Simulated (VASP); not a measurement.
# Mg6TiSb (Amm2) in VASP: reference runs

Aim: a first look at Mg6TiSb with PBE, on the cell as given and on a disturbed one.

Everything below comes from runs of VASP 6.6.1. Logs are shortened: lines on timing, memory, paths and dates and some standing lists are left out, and cuts for length are marked.

### Step 1. The structure

Symmetry: Amm2, No. 38, orthorhombic system. The conventional cell has a = 5.051 Å, b = 6.401 Å, c = 10.738 Å, α = 90.00°, β = 90.00°, γ = 90.00°. Around Sb (site symmetry mm2) lie 2 Ti at 3.04 Å and 10 Mg at 3.04 to 3.21 Å. Ti (site symmetry mm2) has 2 Sb at 3.04 Å and 10 Mg at 3.10 to 3.20 Å as nearest neighbours. Around Mg (site symmetry mm2) lie 10 Mg at 3.11 to 3.13 Å and 2 Sb at 3.20 Å. Around Mg (site symmetry m) lie 2 Sb at 3.04 to 3.21 Å and 8 Mg at 3.08 to 3.23 Å and 2 Ti at 3.12 Å. Mg (site symmetry mm2) has 10 Mg at 3.11 to 3.14 Å and 2 Ti at 3.20 Å as nearest neighbours. Mg (site symmetry m) is surrounded by 8 Mg at 3.08 to 3.28 Å and 2 Ti at 3.10 to 3.15 Å and 2 Sb at 3.18 Å.

The cell comes from a database or a generator and needn't be the stable form of this composition.

### Step 2. Single point, PBE

The input, INCAR:

```
SYSTEM = Mg6TiSb
PREC = Accurate
ENCUT = 520
EDIFF = 1E-7
ISMEAR = -1
SIGMA = 0.05
LREAL = .False.
LASPH = .True.
NELM = 80
ALGO = Normal
ISIF = 2
LWAVE = .False.
LCHARG = .False.
GGA = PE
NBANDS = 24
```

The input, KPOINTS:

```
Automatic mesh
0
Gamma
  5 5 5
  0 0 0
```

The input, POSCAR:

```
Mg6TiSb
1.0
    5.0511570000      0.0000000000      0.0000000000
    0.0000000000      3.2003705000      5.3689495000
    0.0000000000     -3.2003705000      5.3689495000
Sb Ti Mg
1 1 6
Direct
    0.0000000000      0.3257160000      0.3257160000
    0.5000000000      0.1689090000      0.1689090000
    0.0000000000      0.8334250000      0.8334250000
    0.0000000000      0.3317970000      0.8365510000
    0.0000000000      0.8365510000      0.3317970000
    0.5000000000      0.6649700000      0.6649700000
    0.5000000000      0.1628120000      0.6758200000
    0.5000000000      0.6758200000      0.1628120000
```

Potentials or basis: VASP PAW PBE potentials, release 64 (Sb, Ti_sv, Mg).

Launch:

```bash
$ cat potpaw_PBE.64/Sb/POTCAR potpaw_PBE.64/Ti_sv/POTCAR potpaw_PBE.64/Mg/POTCAR > POTCAR
$ mpirun -np 1 vasp_std > vasp.out
```

OUTCAR:

```text
SYSTEM = Mg6TiSb
   PREC = Accurate
   ENCUT = 520
   EDIFF = 1E-7
   ISMEAR = -1
   LREAL = .False.
   LASPH = .True.
   NELM = 80
   ISIF = 2
   GGA = PE

 ion  position               nearest neighbor table
   1  0.000  0.326  0.326-   2 3.04   2 3.04   5 3.04   4 3.04   8 3.18   7 3.18   7 3.18   8 3.18
                             3 3.20   3 3.20   5 3.21   4 3.21
   2  0.500  0.169  0.169-   1 3.04   1 3.04   8 3.10   7 3.10   5 3.12   4 3.12   4 3.12   5 3.12
                             8 3.15   7 3.15   6 3.20   6 3.20
   3  0.000  0.833  0.833-   6 3.11   6 3.11   8 3.11   7 3.11   7 3.11   8 3.11   4 3.12   5 3.12
                             4 3.13   5 3.13   1 3.20   1 3.20
   4  0.000  0.332  0.837-   1 3.04   7 3.08   7 3.08   2 3.12   2 3.12   6 3.12   6 3.12   3 3.12
                             3 3.13   5 3.17   1 3.21   5 3.23
   5  0.000  0.837  0.332-   1 3.04   8 3.08   8 3.08   2 3.12   2 3.12   6 3.12   6 3.12   3 3.12
                             3 3.13   4 3.17   1 3.21   4 3.23
   6  0.500  0.665  0.665-   3 3.11   3 3.11   7 3.11   8 3.11   5 3.12   4 3.12   4 3.12   5 3.12
                             8 3.14   7 3.14   2 3.20   2 3.20
   7  0.500  0.163  0.676-   4 3.08   4 3.08   2 3.10   6 3.11   3 3.11   3 3.11   8 3.12   6 3.14
                             2 3.15   1 3.18   1 3.18   8 3.28
   8  0.500  0.676  0.163-   5 3.08   5 3.08   2 3.10   6 3.11   3 3.11   3 3.11   7 3.12   6 3.14
                             2 3.15   1 3.18   1 3.18   7 3.28

  LATTYP: Found a base centered orthorhombic cell.
 ALAT       =     6.4007410000
 B/A-ratio  =     1.6776024838
 C/A-ratio  =     0.7891519123

  Lattice vectors:

 A1 = (   0.0000000000,   3.2003705000,  -5.3689495000)
 A2 = (   0.0000000000,   3.2003705000,   5.3689495000)
 A3 = (   5.0511570000,   0.0000000000,   0.0000000000)

Analysis of symmetry for initial positions (statically):
=====================================================================
 Subroutine PRICEL returns:
 Original cell was already a primitive cell.

 Routine SETGRP: Setting up the symmetry group for a
 base centered orthorhombic supercell.

 Subroutine GETGRP returns: Found  4 space group operations
 (whereof  4 operations were pure point group operations)
 out of a pool of  8 trial point group operations.

The static configuration has the point symmetry C_2v.

Analysis of symmetry for dynamics (positions and initial velocities):
=====================================================================
 Subroutine PRICEL returns:
 Original cell was already a primitive cell.

 Routine SETGRP: Setting up the symmetry group for a
 base centered orthorhombic supercell.

 Subroutine GETGRP returns: Found  4 space group operations
 (whereof  4 operations were pure point group operations)
[... 126 lines left out ...]
   NUPDOWN=      -1.0000    fix difference up-down
   EMIN   =  10.00;   EMAX   =-10.00  energy-range for DOS
   EFERMI =   0.00;   METHOD = LEGACY
   ISMEAR =    -1;   SIGMA  =   0.05  broadening in eV -4-tet -1-fermi 0-gaus
   EFERMI_NEDOS =   21; number of points for ismear=-14 and -15
   IALGO  =     38    algorithm
   IMIX   =      4    mixing-type and parameters
     AMIX     =   0.40;   BMIX     =  1.00
     AMIX_MAG =   1.60;   BMIX_MAG =  1.00
  volume/ion in A,a.u.               =      21.70       146.43
  Fermi-wavevector in a.u.,A,eV,Ry     =   0.901649  1.703869 11.061133  0.812970
  Thomas-Fermi vector in A             =   2.024755
   LORBIT       =      0    0 simple, 1 ext, 2 COOP (PROOUT), +10 PAW based schemes
   GGA     = PE    functional components
   LHFCALC =     F    Hartree Fock is set to
   AEXX    =    0.0000 exact exchange contribution
   IVDW    =     0    specifies the selected vdW correction
   LEPSILON=     F    determine dielectric tensor
   LRPA    =     F    only Hartree local field effects (RPA)
 non-spin polarized calculation
  energy-cutoff  :      520.00
  volume of cell :      173.58
 maximum number of plane-waves:      4692
 NGX is ok and might be reduce to    40
   NGX = 19   NGY = 23   NGZ = 23

 number of electron      29.0000003 magnetization

 Free energy of the ion-electron system (eV)
  ---------------------------------------------------
  ext. energy  EPLUGINS =         0.00000000
  ---------------------------------------------------
  free energy    TOTEN  =       -21.08594235 eV

  energy without entropy =      -21.02593329  energy(sigma->0) =      -21.05593782

 E-fermi :   4.3211     XC(G=0):  -9.2094

 val. band max:        4.3200733727   @ k =   0.0000   0.2000   0.0000
 cond. band min:       4.3293555925   @ k =   0.2000   0.0000   0.0000
 fundamental gap:      0.0092822198
 Fermi energy:         4.3211385436

 k-point     1 :       0.0000    0.0000    0.0000
  band No.  band energies     occupation
      1     -52.8451      2.00000
      2     -29.1742      2.00000
      3     -29.0816      2.00000
      4     -29.0624      2.00000
      5      -5.7189      2.00000
      6      -0.8883      2.00000
[... 637 lines left out ...]
     23       7.7623      0.00000
     24       8.2144      0.00000

 [... further k-points ...]

------------------------ aborting loop because EDIFF is reached ----------------------------------------

  FORCE on cell =-STRESS in cart. coord.  units (eV):
  Direction    XX          YY          ZZ          XY          YZ          ZX
  --------------------------------------------------------------------------------------
  -------------------------------------------------------------------------------------
  Total       -0.5487612      0.1010350      0.1397474      0.0000000      0.0000000      0.0000000
  in kB       -5.0650476      0.9325496      1.2898637      0.0000000      0.0000000      0.0000000
  external PRESSURE =      -0.9475448 kB  Pullay stress =       0.0000000 kB

 VOLUME and BASIS-vectors are now :
 -----------------------------------------------------------------------------
  energy-cutoff  :      520.00
  volume of cell :      173.58
      direct lattice vectors                 reciprocal lattice vectors
     5.051157000  0.000000000  0.000000000     0.197974444  0.000000000  0.000000000
     0.000000000  3.200370500  5.368949500     0.000000000  0.156231911  0.093128088
     0.000000000 -3.200370500  5.368949500     0.000000000 -0.156231911  0.093128088

 POSITION                                       TOTAL-FORCE (eV/Angst)
 -----------------------------------------------------------------------------------
      0.00000      0.00000      3.49751         0.000000      0.000000     -0.066167
      2.52558      0.00000      1.81373         0.000000      0.000000      0.059491
      0.00000      0.00000      8.94923         0.000000      0.000000     -0.000460
      0.00000     -1.61540      6.27280         0.000000      0.008627     -0.024213
      0.00000      1.61540      6.27280         0.000000     -0.008627     -0.024213
      2.52558      0.00000      7.14038         0.000000      0.000000     -0.010937
      2.52558     -1.64182      4.50257         0.000000     -0.071293      0.033250
      2.52558      1.64182      4.50257         0.000000      0.071293      0.033250
 -----------------------------------------------------------------------------------
    total drift:                                0.000000     -0.000000     -0.000353

  FREE ENERGIE OF THE ION-ELECTRON SYSTEM (eV)
  ---------------------------------------------------
  free  energy   TOTEN  =       -21.0859423467 eV

  energy  without entropy=      -21.0259332911  energy(sigma->0) =      -21.05593782
```

OSZICAR:

```text
N       E                     dE             d eps       ncg     rms          rms(c)
DAV:   1     0.132105773404E+03    0.13211E+03   -0.11552E+04  1392   0.991E+02
DAV:   2    -0.732272174633E+01   -0.13943E+03   -0.13343E+03  1464   0.223E+02
DAV:   3    -0.220131907112E+02   -0.14690E+02   -0.14245E+02  2128   0.591E+01
DAV:   4    -0.229212766483E+02   -0.90809E+00   -0.90169E+00  1736   0.137E+01
DAV:   5    -0.229686918986E+02   -0.47415E-01   -0.47409E-01  1880   0.272E+00    0.925E+00
DAV:   6    -0.269141878988E+02   -0.39455E+01   -0.28888E+01  1728   0.298E+01    0.253E+01
DAV:   7    -0.214440827719E+02    0.54701E+01   -0.47930E+01  1816   0.359E+01    0.496E+00
DAV:   8    -0.211007392505E+02    0.34334E+00   -0.12648E+00  1696   0.736E+00    0.714E-01
DAV:   9    -0.211166222221E+02   -0.15883E-01   -0.23922E-01  1928   0.259E+00    0.175E+00
DAV:  10    -0.210863153448E+02    0.30307E-01   -0.10624E-01  1736   0.223E+00    0.286E-01
DAV:  11    -0.210859957980E+02    0.31955E-03   -0.44905E-03  1528   0.440E-01    0.952E-02
DAV:  12    -0.210859435165E+02    0.52281E-04   -0.37840E-04  1712   0.103E-01    0.239E-02
DAV:  13    -0.210859429185E+02    0.59794E-06   -0.22409E-05  1888   0.246E-02    0.919E-03
DAV:  14    -0.210859426422E+02    0.27634E-06   -0.20578E-06  1872   0.832E-03    0.506E-03
DAV:  15    -0.210859422953E+02    0.34693E-06   -0.11680E-06  1808   0.763E-03    0.163E-03
DAV:  16    -0.210859423467E+02   -0.51381E-07   -0.59829E-08   880   0.179E-03
   1 F= -.21085942E+02 E0= -.21055938E+02  d E =-.600091E-01
```

Wall time 82 s (1 thread of AMD EPYC 9R45 (Zen 5), shared host); peak memory 0.33 GiB.

What came out:

```
Free energy            : -21.0859 eV
Pressure               : -0.1 GPa
Largest force          : 0.079 eV/Å
Band gap on the k mesh : none (metal or under the smearing width)
```

Forces in eV/Å, atoms in the order of the input:
```
Sb   0.000  0.000 -0.066
Ti   0.000  0.000  0.059
Mg   0.000  0.000  0.000
Mg   0.000  0.009 -0.024
Mg   0.000 -0.009 -0.024
Mg   0.000  0.000 -0.011
Mg   0.000 -0.071  0.033
Mg   0.000  0.071  0.033
```

Levels at points of the mesh, in eV from the Fermi level:
| k point | band 10 | band 11 | band 12 | band 13 | band 14 | band 15 | band 16 | band 17 | band 18 | band 19 |
| --- | --- | --- | --- | --- | --- | --- | --- | --- | --- | --- |
| (0.00, 0.00, 0.00) | -2.27 | -2.09 | -2.05 | -1.32 | -0.49 | 0.02 | 0.61 | 0.74 | 1.43 | 2.03 |

### Step 3. Single point, PBE (atoms moved at random, drawn with an rms of 0.05 Å)

The input, INCAR:

```
SYSTEM = Mg6TiSb
PREC = Accurate
ENCUT = 520
EDIFF = 1E-7
ISMEAR = -1
SIGMA = 0.05
LREAL = .FALSE.
LASPH = .TRUE.
NELM = 80
ALGO = Normal
ISIF = 2
LWAVE = .FALSE.
LCHARG = .TRUE.
GGA = PE
LELF = .TRUE.
LVHAR = .TRUE.
NBANDS = 24
```

The input, KPOINTS:

```
Automatic mesh
0
G
  5 5 5
  0 0 0
```

The input, POSCAR:

```
Mg6TiSb
1.0
    5.0511570000      0.0000000000      0.0000000000
    0.0000000000      3.2003705000      5.3689495000
    0.0000000000     -3.2003705000      5.3689495000
Sb Ti Mg
1 1 6
Direct
   -0.0032150000      0.3277770000      0.3228470000
    0.5060800000      0.1711340000      0.1705910000
    0.0022690000      0.8384830000      0.8353340000
    0.0098960000      0.3350160000      0.8456570000
    0.0134100000      0.8351380000      0.3334390000
    0.4930550000      0.6686100000      0.6603720000
    0.5089390000      0.1514060000      0.6807870000
    0.5033050000      0.6761310000      0.1655600000
```

Potentials or basis: VASP PAW PBE potentials, release 64 (Sb, Ti_sv, Mg).

Launch:

```bash
$ cat potpaw_PBE.64/Sb/POTCAR potpaw_PBE.64/Ti_sv/POTCAR potpaw_PBE.64/Mg/POTCAR > POTCAR
$ mpirun -np 1 vasp_std > vasp.out
```

OUTCAR:

```text
SYSTEM = Mg6TiSb
   PREC = Accurate
   ENCUT = 520
   EDIFF = 1E-7
   ISMEAR = -1
   LREAL = .FALSE.
   LASPH = .TRUE.
   NELM = 80
   ISIF = 2
   GGA = PE

 ion  position               nearest neighbor table
   1  0.997  0.328  0.323-   4 2.96   2 2.98   5 3.05   2 3.06   8 3.14   7 3.15   8 3.20   3 3.20
                             5 3.20   3 3.21   7 3.25   4 3.29
   2  0.506  0.171  0.171-   1 2.98   1 3.06   4 3.08   5 3.10   8 3.11   4 3.11   7 3.12   7 3.13
                             8 3.14   5 3.16   6 3.18   6 3.23
   3  0.002  0.838  0.835-   7 3.03   7 3.08   6 3.09   5 3.10   8 3.11   8 3.11   4 3.12   4 3.13
                             5 3.15   6 3.17   1 3.20   1 3.21
   4  0.010  0.335  0.846-   1 2.96   6 3.06   2 3.08   2 3.11   3 3.12   3 3.13   7 3.14   7 3.15
                             5 3.16   6 3.19   5 3.24   1 3.29
   5  0.013  0.835  0.333-   6 3.02   8 3.03   1 3.05   2 3.10   3 3.10   8 3.12   3 3.15   2 3.16
                             4 3.16   6 3.18   1 3.20   4 3.24
   6  0.493  0.669  0.660-   5 3.02   4 3.06   8 3.07   7 3.08   3 3.09   3 3.17   7 3.18   2 3.18
                             8 3.18   5 3.18   4 3.19   2 3.23
   7  0.509  0.151  0.681-   3 3.03   8 3.07   6 3.08   3 3.08   2 3.12   2 3.13   4 3.14   4 3.15
                             1 3.15   6 3.18   1 3.25   8 3.33
   8  0.503  0.676  0.166-   5 3.03   6 3.07   7 3.07   3 3.11   2 3.11   3 3.11   5 3.12   2 3.14
[... 853 lines left out ...]
     24       7.5303      0.00000

 [... further k-points ...]

------------------------ aborting loop because EDIFF is reached ----------------------------------------

  FORCE on cell =-STRESS in cart. coord.  units (eV):
  Direction    XX          YY          ZZ          XY          YZ          ZX
  --------------------------------------------------------------------------------------
  -------------------------------------------------------------------------------------
  Total       -0.3770325      0.4147685      0.1609160     -0.0751797     -0.1652103     -0.0594256
  in kB       -3.4799976      3.8282999      1.4852497     -0.6939065     -1.5248856     -0.5484965
  external PRESSURE =       0.6111840 kB  Pullay stress =       0.0000000 kB

 VOLUME and BASIS-vectors are now :
 -----------------------------------------------------------------------------
  energy-cutoff  :      520.00
  volume of cell :      173.58
      direct lattice vectors                 reciprocal lattice vectors
     5.051157000  0.000000000  0.000000000     0.197974444  0.000000000  0.000000000
     0.000000000  3.200370500  5.368949500     0.000000000  0.156231911  0.093128088
     0.000000000 -3.200370500  5.368949500     0.000000000 -0.156231911  0.093128088

 POSITION                                       TOTAL-FORCE (eV/Angst)
 -----------------------------------------------------------------------------------
      5.03492      0.01578      3.49317         0.100701     -0.095140      0.068985
      2.55629      0.00174      1.83470         0.005300     -0.048075     -0.028063
      0.01146      0.01008      8.98664        -0.005792     -0.006410     -0.058887
      0.04999     -1.63424      6.33897        -0.117250      0.111917     -0.238342
      0.06774      1.60562      6.27403        -0.225748      0.004587      0.026623
      2.49050      0.02636      7.13524         0.284710     -0.141543      0.000453
      2.57073     -1.69422      4.46800        -0.082412      0.118025      0.248646
      2.54227      1.63402      4.51900         0.040492      0.056638     -0.019416
 -----------------------------------------------------------------------------------
    total drift:                               -0.000032     -0.000050     -0.000415

  FREE ENERGIE OF THE ION-ELECTRON SYSTEM (eV)
  ---------------------------------------------------
  free  energy   TOTEN  =       -21.0487462050 eV

  energy  without entropy=      -20.9879594344  energy(sigma->0) =      -21.01835282
```

OSZICAR:

```text
N       E                     dE             d eps       ncg     rms          rms(c)
DAV:   1     0.135876184037E+03    0.13588E+03   -0.11490E+04  3192   0.993E+02
DAV:   2    -0.714810841520E+01   -0.14302E+03   -0.13715E+03  3376   0.225E+02
DAV:   3    -0.219987524714E+02   -0.14851E+02   -0.14432E+02  5112   0.593E+01
DAV:   4    -0.228700319968E+02   -0.87128E+00   -0.86639E+00  3944   0.134E+01
DAV:   5    -0.229172382176E+02   -0.47206E-01   -0.47201E-01  4616   0.273E+00    0.923E+00
DAV:   6    -0.267847998463E+02   -0.38676E+01   -0.28579E+01  4008   0.297E+01    0.250E+01
DAV:   7    -0.214000445486E+02    0.53848E+01   -0.47175E+01  4240   0.357E+01    0.492E+00
DAV:   8    -0.210634469046E+02    0.33660E+00   -0.12475E+00  3944   0.732E+00    0.708E-01
DAV:   9    -0.210783956767E+02   -0.14949E-01   -0.23569E-01  4448   0.257E+00    0.173E+00
DAV:  10    -0.210491151574E+02    0.29281E-01   -0.10366E-01  4088   0.220E+00    0.281E-01
DAV:  11    -0.210488106844E+02    0.30447E-03   -0.45210E-03  3712   0.446E-01    0.106E-01
DAV:  12    -0.210487474943E+02    0.63190E-04   -0.37854E-04  4096   0.111E-01    0.235E-02
DAV:  13    -0.210487466609E+02    0.83343E-06   -0.22813E-05  4376   0.246E-02    0.892E-03
DAV:  14    -0.210487465177E+02    0.14321E-06   -0.21109E-06  4456   0.766E-03    0.514E-03
DAV:  15    -0.210487461544E+02    0.36328E-06   -0.10563E-06  4136   0.756E-03    0.151E-03
DAV:  16    -0.210487462050E+02   -0.50588E-07   -0.64244E-08  2224   0.170E-03
   1 F= -.21048746E+02 E0= -.21018353E+02  d E =-.607868E-01
```

stdout:

```text
POSCAR found type information on POSCAR SbTiMg
 POSCAR found :  3 types and       8 ions
 scaLAPACK will be used
 LDA part: xc-table for (Slater+PW92), standard interpolation
 POSCAR, INCAR and KPOINTS ok, starting setup
 FFT: planning ... GRIDC
 FFT: planning ... GRID_SOFT
 FFT: planning ... GRID
 WAVECAR not read
 entering main loop
```

Wall time 3.1 min (1 thread of AMD EPYC 9R45 (Zen 5), shared host); peak memory 0.44 GiB.

What came out:

```yaml
Free_energy: -21.0487 eV
Pressure: 0.1 GPa
Largest_force: 0.318 eV/Å
Band_gap_on_the_k_mesh: none (metal or under the smearing width)
```

Forces in eV/Å, atoms in the order of the input:
```
Sb   0.101 -0.095  0.069
Ti   0.005 -0.048 -0.028
Mg  -0.006 -0.006 -0.059
Mg  -0.117  0.112 -0.238
Mg  -0.226  0.005  0.027
Mg   0.285 -0.142  0.000
Mg  -0.082  0.118  0.249
Mg   0.040  0.057 -0.019
```

Stress tensor (GPa, compression positive):
```
-0.35 -0.07 -0.05
-0.07  0.38 -0.15
-0.05 -0.15  0.15
```

Spin-orbit coupling is left out, which matters for the levels of Sb.
